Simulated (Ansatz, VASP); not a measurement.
# Cross-check of TiC between VASP and Ansatz, part 2 of 3

Wanted: the spread between two codes on one cell, functional and k mesh. The cell is taken from a series of runs on this material, whose earlier steps may have relaxed, scaled, displaced or heated it; both programs get it as it stands.

VASP 6.6.1 and Ansatz 0.2.0.

So far: The structure; Ansatz: zone-centre phonons, PBEsol, pair 1.

**3. VASP: zone-centre phonons, PBEsol, pair 1**

Level of this step: PBEsol; plane waves and PAW (C, Ti_sv) (VASP).

The same cell, functional, mesh and smearing now go to VASP, with its own data sets.

Lines of VASP's logs that name or quote its potential files are left out, and so is its time.

File INCAR:

```
SYSTEM = TiC
PREC = Accurate
ENCUT = 600
EDIFF = 1E-08
NELM = 120
ISMEAR = 1
SIGMA = 0.2
LREAL = .FALSE.
ALGO = Normal
GGA = PS
NBANDS = 14
LASPH = .TRUE.
LORBIT = 11
LWAVE = .FALSE.
LCHARG = .FALSE.
ISIF = 2
IBRION = 8
GGA_COMPAT = .FALSE.
KPAR = 2
```

File POSCAR:

```
TiC
1.0
    0.0000000000      2.1425440850      2.1679077514
    2.1425440850      0.0000000000      2.1679077514
    2.1425440850      2.1425440850      0.0000000000
C Ti
1 1
Direct
    0.5000000000      0.5000000000      0.5000000000
    0.0000000000      0.0000000000      0.0000000000
```

File KPOINTS:

```
Automatic mesh
0
Gamma
16 16 16
0 0 0
```

The projector-augmented-wave data sets are C and Ti_sv (PBE family, release 64).

Command:

```bash
> mpirun -np 2 vasp_std
```

Numbers of over 12 decimals in the logs are rounded to 6 here.

What it wrote:

```text
[banner, memory and clock lines left out]
running    2 mpi-ranks, on    1 nodes
 distrk:  each k-point on    1 cores,    2 groups
 distr:  one band on    1 cores,    1 groups

 POSCAR found type information on POSCAR C Ti
 POSCAR found :  2 types and       2 ions
|                                                                             |
|               ----> ADVICE to this user running VASP <----                  |
|                                                                             |
|     You enforced a specific xc type in the INCAR file but a different       |
|     [... a line on the potential file left out ...]
|     I HOPE YOU KNOW WHAT YOU ARE DOING!                                     |
|                                                                             |

 LDA part: xc-table for (Slater+PW92), standard interpolation
 POSCAR, INCAR and KPOINTS ok, starting setup
 FFT: planning ... GRIDC
 FFT: planning ... GRID_SOFT
 FFT: planning ... GRID
 WAVECAR not read
 entering main loop
       N       E                     dE             d eps       ncg     rms          rms(c)
DAV:   1     0.126783899251E+03    0.12678E+03   -0.88826E+03  9788   0.152E+03
DAV:   2    -0.163130762515E+02   -0.14310E+03   -0.13481E+03 10258   0.371E+02
DAV:   3    -0.248116619788E+02   -0.84986E+01   -0.82926E+01 13186   0.871E+01
DAV:   4    -0.251655251127E+02   -0.35386E+00   -0.35353E+00 12208   0.159E+01
DAV:   5    -0.251738656855E+02   -0.83406E-02   -0.83387E-02 13182   0.218E+00    0.188E+01
DAV:   6    -0.203722814044E+02    0.48016E+01   -0.12615E+01 13990   0.602E+01    0.668E+00
DAV:   7    -0.198430950146E+02    0.52919E+00   -0.20355E+00 11934   0.214E+01    0.524E+00
DAV:   8    -0.198093989155E+02    0.33696E-01   -0.11230E-01 11032   0.414E+00    0.317E+00
DAV:   9    -0.198030058623E+02    0.63931E-02   -0.10617E-01 11818   0.401E+00    0.797E-01
DAV:  10    -0.198017213937E+02    0.12845E-02   -0.10160E-02 13482   0.138E+00    0.712E-01
DAV:  11    -0.197994459743E+02    0.22754E-02   -0.55163E-03 10498   0.112E+00    0.146E-01
DAV:  12    -0.197994338797E+02    0.12095E-04   -0.35758E-04 11242   0.211E-01    0.461E-02
DAV:  13    -0.197994238694E+02    0.10010E-04   -0.18312E-05 11940   0.342E-02    0.598E-03
DAV:  14    -0.197994232907E+02    0.57868E-06   -0.75200E-07 12492   0.111E-02    0.243E-03
DAV:  15    -0.197994231785E+02    0.11224E-06   -0.12736E-07 15438   0.515E-03    0.112E-03
DAV:  16    -0.197994231576E+02    0.20893E-07   -0.26012E-08 10560   0.241E-03    0.122E-04
DAV:  17    -0.197994231580E+02   -0.45588E-09   -0.78557E-10  6086   0.412E-04
   1 F= -.19799423E+02 E0= -.19799323E+02  d E =-.300149E-03
 Linear response reoptimize wavefunctions to high precision
DAV:   1    -0.197994231585E+02   -0.44065E-09   -0.22002E-10  7112   0.196E-04
DAV:   2    -0.197994231585E+02    0.45475E-11   -0.72649E-11  5492   0.872E-05
 Linear response DOF=           4
 Linear response progress:
  Degree of freedom:   1/  4
       N       E                     dE             d eps       ncg     rms          rms(c)
RMM:   1    -0.124720491782E+00   -0.12472E+00   -0.38516E-02 37693   0.227E+00
RMM:   2    -0.116398302320E+00    0.83222E-02   -0.54768E-03 34015   0.549E-01    0.136E-01
RMM:   3    -0.117073034143E+00   -0.67473E-03   -0.18556E-03 35409   0.235E-01    0.635E-02
RMM:   4    -0.118059086300E+00   -0.98605E-03   -0.67716E-04 36201   0.143E-01    0.151E-02
RMM:   5    -0.118188041685E+00   -0.12896E-03   -0.14785E-04 40787   0.576E-02    0.297E-03
RMM:   6    -0.118182945041E+00    0.50966E-05   -0.19510E-05 40419   0.234E-02    0.159E-03
RMM:   7    -0.118176470096E+00    0.64749E-05   -0.40977E-06 40723   0.112E-02    0.728E-04
RMM:   8    -0.118180886568E+00   -0.44165E-05   -0.82606E-07 40333   0.558E-03    0.333E-04
RMM:   9    -0.118178114433E+00    0.27721E-05   -0.45367E-07 41084   0.305E-03    0.114E-04
RMM:  10    -0.118178393283E+00   -0.27885E-06   -0.40862E-07 41050   0.162E-03    0.546E-05
RMM:  11    -0.118178195503E+00    0.19778E-06   -0.19505E-08 41475   0.868E-04    0.387E-05
RMM:  12    -0.118178219124E+00   -0.23621E-07   -0.92122E-08 42536   0.469E-04    0.282E-05
RMM:  13    -0.118178229276E+00   -0.10151E-07   -0.94355E-08 40038   0.283E-04    0.375E-05
RMM:  14    -0.118178270586E+00   -0.41310E-07    0.62536E-11 39669   0.182E-04    0.248E-05
RMM:  15    -0.118178279297E+00   -0.87110E-08   -0.13888E-08 41964   0.918E-05    0.158E-05
 first order change of Fermi-energy  -0.21135E-03
 force on displaced ion       1 direction 1 : -10.541   0.000   0.000
 Linear response progress:
  Degree of freedom:   2/  4
       N       E                     dE             d eps       ncg     rms          rms(c)
RMM:   1    -0.123524479088E+00   -0.12352E+00   -0.34442E-02 21255   0.215E+00
RMM:   2    -0.115848465455E+00    0.76760E-02   -0.50688E-03 18853   0.523E-01    0.133E-01
RMM:   3    -0.116514371890E+00   -0.66591E-03   -0.17795E-03 19492   0.225E-01    0.621E-02
RMM:   4    -0.117472654896E+00   -0.95828E-03   -0.62923E-04 20035   0.137E-01    0.148E-02
RMM:   5    -0.117589267781E+00   -0.11661E-03   -0.13385E-04 22537   0.538E-02    0.297E-03
RMM:   6    -0.117585476949E+00    0.37908E-05   -0.17701E-05 22217   0.214E-02    0.150E-03
RMM:   7    -0.117576881637E+00    0.85953E-05   -0.36653E-06 22172   0.102E-02    0.661E-04
RMM:   8    -0.117581811077E+00   -0.49294E-05   -0.77893E-07 22410   0.499E-03    0.310E-04
RMM:   9    -0.117578928371E+00    0.28827E-05   -0.25127E-07 22415   0.268E-03    0.857E-05
RMM:  10    -0.117579452893E+00   -0.52452E-06   -0.37304E-07 22905   0.142E-03    0.500E-05
RMM:  11    -0.117579225189E+00    0.22770E-06    0.25736E-08 23021   0.747E-04    0.245E-05
RMM:  12    -0.117579255023E+00   -0.29834E-07   -0.19358E-07 23212   0.402E-04    0.683E-06
RMM:  13    -0.117579285497E+00   -0.30474E-07   -0.87484E-08 24007   0.216E-04    0.820E-06
RMM:  14    -0.117579307204E+00   -0.21707E-07   -0.47737E-08 22067   0.123E-04    0.110E-05
RMM:  15    -0.117579287583E+00    0.19620E-07   -0.27597E-10 22190   0.794E-05    0.111E-05
RMM:  16    -0.117579291220E+00   -0.36370E-08   -0.10514E-08 22450   0.426E-05    0.344E-06
 first order change of Fermi-energy   0.92671E-03
 force on displaced ion       1 direction 3 :   0.000   0.000  -9.497
 Linear response progress:
  Degree of freedom:   3/  4
       N       E                     dE             d eps       ncg     rms          rms(c)
RMM:   1    -0.691289033815E+00   -0.69129E+00    0.62397E+00 17564   0.138E+02
RMM:   2    -0.664884510023E+00    0.26405E-01   -0.24503E-01 29721   0.501E+00    0.230E-01
RMM:   3    -0.663222253883E+00    0.16623E-02   -0.18622E-02 34929   0.117E+00    0.114E-01
RMM:   4    -0.662350302752E+00    0.87195E-03   -0.79283E-03 38209   0.526E-01    0.222E-02
RMM:   5    -0.662884555002E+00   -0.53425E-03   -0.12501E-03 40494   0.210E-01    0.106E-02
RMM:   6    -0.663207144227E+00   -0.32259E-03   -0.33865E-04 40836   0.917E-02    0.799E-03
RMM:   7    -0.663493420081E+00   -0.28628E-03   -0.79608E-05 37841   0.444E-02    0.289E-03
RMM:   8    -0.663675039826E+00   -0.18162E-03   -0.36661E-05 38828   0.249E-02    0.267E-03
RMM:   9    -0.663574868475E+00    0.10017E-03   -0.21850E-05 38506   0.145E-02    0.723E-04
RMM:  10    -0.663594853783E+00   -0.19985E-04   -0.14351E-05 41086   0.838E-03    0.298E-04
RMM:  11    -0.663609610070E+00   -0.14756E-04   -0.12272E-05 40928   0.547E-03    0.429E-05
RMM:  12    -0.663608837127E+00    0.77294E-06   -0.95376E-06 42994   0.378E-03    0.669E-05
RMM:  13    -0.663609984051E+00   -0.11469E-05   -0.71688E-06 41635   0.282E-03    0.691E-05
RMM:  14    -0.663607550390E+00    0.24337E-05   -0.59336E-06 38604   0.228E-03    0.158E-04
[...]
RMM:  28    -0.663614725267E+00    0.35687E-07   -0.61171E-07 35137   0.319E-04    0.678E-06
RMM:  29    -0.663614691489E+00    0.33778E-07   -0.51328E-07 36728   0.282E-04    0.431E-06
RMM:  30    -0.663614697945E+00   -0.64567E-08   -0.48507E-07 32112   0.253E-04    0.406E-06
RMM:  31    -0.663614684708E+00    0.13238E-07   -0.34054E-07 33395   0.225E-04    0.322E-06
RMM:  32    -0.663614690908E+00   -0.62006E-08   -0.40858E-07 33021   0.202E-04    0.315E-06
RMM:  33    -0.663614704661E+00   -0.13753E-07   -0.35170E-07 21116   0.180E-04    0.294E-06
RMM:  34    -0.663614733602E+00   -0.28941E-07   -0.24847E-07 42126   0.166E-04    0.372E-06
RMM:  35    -0.663614726196E+00    0.74064E-08   -0.26136E-07 35879   0.147E-04    0.332E-06
 first order change of Fermi-energy   0.37295E-03
 force on displaced ion       2 direction 1 : -10.548   0.000   0.000
 Linear response progress:
  Degree of freedom:   4/  4
       N       E                     dE             d eps       ncg     rms          rms(c)
RMM:   1    -0.707813605770E+00   -0.70781E+00    0.46514E+00  9907   0.137E+02
RMM:   2    -0.681138352321E+00    0.26675E-01   -0.24009E-01 16530   0.496E+00    0.228E-01
RMM:   3    -0.679700826878E+00    0.14375E-02   -0.18531E-02 19380   0.116E+00    0.113E-01
RMM:   4    -0.678926465174E+00    0.77436E-03   -0.80006E-03 21226   0.523E-01    0.218E-02
RMM:   5    -0.679519044592E+00   -0.59258E-03   -0.12467E-03 22456   0.207E-01    0.107E-02
RMM:   6    -0.679830293882E+00   -0.31125E-03   -0.32110E-04 22512   0.897E-02    0.818E-03
RMM:   7    -0.680094720295E+00   -0.26443E-03   -0.80653E-05 21105   0.442E-02    0.330E-03
RMM:   8    -0.680322075346E+00   -0.22736E-03   -0.35072E-05 21020   0.254E-02    0.286E-03
RMM:   9    -0.680210138605E+00    0.11194E-03   -0.21571E-05 21232   0.148E-02    0.836E-04
RMM:  10    -0.680234002973E+00   -0.23864E-04   -0.16704E-05 22597   0.862E-03    0.300E-04
RMM:  11    -0.680248542745E+00   -0.14540E-04   -0.12015E-05 22781   0.557E-03    0.497E-05
RMM:  12    -0.680248772514E+00   -0.22977E-06   -0.92495E-06 23929   0.385E-03    0.527E-05
RMM:  13    -0.680251170612E+00   -0.23981E-05   -0.72123E-06 22242   0.286E-03    0.283E-05
RMM:  14    -0.680253905352E+00   -0.27347E-05   -0.57705E-06 21148   0.228E-03    0.367E-05
RMM:  15    -0.680251416611E+00    0.24887E-05   -0.47551E-06 20887   0.188E-03    0.472E-05
RMM:  16    -0.680252025827E+00   -0.60922E-06   -0.35998E-06 22203   0.152E-03    0.397E-05
RMM:  17    -0.680251902142E+00    0.12368E-06   -0.30526E-06 22784   0.129E-03    0.565E-05
RMM:  18    -0.680252414778E+00   -0.51264E-06   -0.26387E-06 20633   0.111E-03    0.510E-05
RMM:  19    -0.680252503156E+00   -0.88378E-07   -0.23096E-06 22851   0.948E-04    0.534E-05
RMM:  20    -0.680252949846E+00   -0.44669E-06   -0.19046E-06 19547   0.836E-04    0.434E-05
RMM:  21    -0.680253266378E+00   -0.31653E-06   -0.16633E-06 19987   0.725E-04    0.346E-05
RMM:  22    -0.680253248329E+00    0.18048E-07   -0.14749E-06 20469   0.630E-04    0.315E-05
RMM:  23    -0.680253260356E+00   -0.12026E-07   -0.13379E-06 21656   0.551E-04    0.318E-05
RMM:  24    -0.680253262820E+00   -0.24642E-08   -0.11022E-06 21775   0.484E-04    0.335E-05
 first order change of Fermi-energy  -0.69029E-03
 force on displaced ion       2 direction 3 :   0.000   0.000  -9.512
 Linear response finished
```

OUTCAR, selected parts (step 3):

```text
ion  position               nearest neighbor table
   1  0.500  0.500  0.500-   2 2.14   2 2.14   2 2.14   2 2.14   2 2.17   2 2.17
   2  0.000  0.000  0.000-   1 2.14   1 2.14   1 2.14   1 2.14   1 2.17   1 2.17

  LATTYP: Found a body centered tetragonal cell.
 ALAT       =     3.0300149030
 C/A-ratio  =     1.4309551740

 Subroutine GETGRP returns: Found 16 space group operations
 (whereof 16 operations were pure point group operations)

The static configuration has the point symmetry D_4h.

 Found    349 irreducible k-points:

   k-points           NKPTS =    349   k-points in BZ     NKDIM =    349   number of bands    NBANDS=     14

   dimension x,y,z NGX =    24 NGY =   24 NGZ =   24
   dimension x,y,z NGXF=    48 NGYF=   48 NGZF=   48

   ENCUT  =  600.0 eV  44.10 Ry    6.64 a.u.   6.09  6.09  6.05*2*pi/ulx,y,z

   NELECT =      16.0000    total number of electrons

 k-points in reciprocal lattice and weights: Automatic mesh
   0.00000000  0.00000000  0.00000000       0.000
   0.06250000  0.00000000  0.00000000       0.002
   0.12500000  0.00000000  0.00000000       0.002
   0.18750000  0.00000000  0.00000000       0.002
   0.25000000  0.00000000  0.00000000       0.002
   0.31250000  0.00000000  0.00000000       0.002
   0.37500000  0.00000000  0.00000000       0.002
   0.43750000  0.00000000  0.00000000       0.002
   0.50000000  0.00000000  0.00000000       0.001
[...]
-0.31250000  0.18750000  0.50000000       0.001
  -0.25000000  0.25000000  0.50000000       0.000

 average (electrostatic) potential at core
       1 -44.3669       2 -70.6595

  Total        0.0299266      0.0299266     -0.5691028      0.0000000     -0.0000000      0.0000000
  in kB        2.4090017      2.4090017    -45.8111284      0.0000000     -0.0000000      0.0000000
  external PRESSURE =     -13.6643750 kB  Pullay stress =       0.0000000 kB

  energy-cutoff  :      600.00
  volume of cell :       19.90
      direct lattice vectors                 reciprocal lattice vectors
     0.000000000  2.142544085  2.167907751    -0.233367427  0.233367427  0.230637120
     2.142544085  0.000000000  2.167907751     0.233367427 -0.233367427  0.230637120
     2.142544085  2.142544085  0.000000000     0.233367427  0.233367427 -0.230637120

 POSITION                                       TOTAL-FORCE (eV/Angst)
 -----------------------------------------------------------------------------------
      2.14254      2.14254      2.16791         0.000000     -0.000000      0.000000
      0.00000      0.00000      0.00000        -0.000000      0.000000     -0.000000
 -----------------------------------------------------------------------------------
    total drift:                                0.000000     -0.000000     -0.000000

 Eigenvectors and eigenvalues of the dynamical matrix
 ----------------------------------------------------

   1 f  =   16.381065 THz   102.925266 2PiTHz  546.413505 cm-1    67.746610 meV
             X         Y         Z           dx          dy          dz
      2.142544  2.142544  2.167908    -0.700419   -0.555665    0.000000
      0.000000  0.000000  0.000000     0.350920    0.278396    0.000000

   2 f  =   16.381065 THz   102.925266 2PiTHz  546.413505 cm-1    67.746610 meV
             X         Y         Z           dx          dy          dz
      2.142544  2.142544  2.167908     0.555665   -0.700419    0.000000
      0.000000  0.000000  0.000000    -0.278396    0.350920    0.000000

   3 f  =   15.550128 THz    97.704333 2PiTHz  518.696422 cm-1    64.310131 meV
             X         Y         Z           dx          dy          dz
      2.142544  2.142544  2.167908     0.000000    0.000000    0.893984
      0.000000  0.000000  0.000000     0.000000    0.000000   -0.448098

   4 f/i=    0.002079 THz     0.013063 2PiTHz    0.069351 cm-1     0.008598 meV
             X         Y         Z           dx          dy          dz
      2.142544  2.142544  2.167908     0.166826   -0.415714    0.000000
      0.000000  0.000000  0.000000     0.332976   -0.829746    0.000000

   5 f/i=    0.002079 THz     0.013063 2PiTHz    0.069351 cm-1     0.008598 meV
             X         Y         Z           dx          dy          dz
      2.142544  2.142544  2.167908     0.415714    0.166826    0.000000
      0.000000  0.000000  0.000000     0.829746    0.332976    0.000000

   6 f/i=    0.004738 THz     0.029772 2PiTHz    0.158057 cm-1     0.019597 meV
             X         Y         Z           dx          dy          dz
      2.142544  2.142544  2.167908     0.000000    0.000000   -0.448098
      0.000000  0.000000  0.000000     0.000000    0.000000   -0.893984

 ELASTIC MODULI CONTR FROM IONIC RELAXATION (kBar)
 Direction    XX          YY          ZZ          XY          YZ          ZX
 --------------------------------------------------------------------------------
 XX           0.0000      0.0000      0.0000      0.0000      0.0000      0.0000
 YY           0.0000      0.0000      0.0000      0.0000      0.0000      0.0000
 ZZ           0.0000      0.0000      0.0000      0.0000      0.0000      0.0000
 XY           0.0000      0.0000      0.0000      0.0000      0.0000      0.0000
 YZ           0.0000      0.0000      0.0000      0.0000      0.0000      0.0000
 ZX           0.0000      0.0000      0.0000      0.0000      0.0000      0.0000
 --------------------------------------------------------------------------------
```

The PAW data sets were made with PBE, which is usual practice but a small mismatch for other functionals.

**4. Comparison**

Known differences besides the potentials themselves: the cutoff is 420 eV in Ansatz and 600 eV in VASP; Ansatz makes its cores anew for this functional, VASP keeps those of its PBE data sets. Total energies have different zeros and are not compared.

Both answers:

| quantity | Ansatz | VASP | difference |
| --- | --- | --- | --- |
| optical mode 1 (cm⁻¹) | 518.0 | 518.7 | -0.14 % |
| optical mode 2 to 3 (cm⁻¹) | 545.4 | 546.4 | -0.19 % |

Modes are paired by rising frequency, not by their patterns, so a pair may set unlike modes beside each other; they are those without the splitting of longitudinal modes.

(Part 2 of 3 ends here.)

[Lines on the potential files, build, host, timing and source positions are cut from VASP's logs without a mark.]

[Logs are printed without paths, hosts, clocks, repeated set-up lines and the standing remarks that a program may print on its own settings, such as how far it seeks lower states.]

[Hosts, paths, dates, database ids (printed as entryN), source tags and the programs' standing remarks are cut or masked in the printed files.]
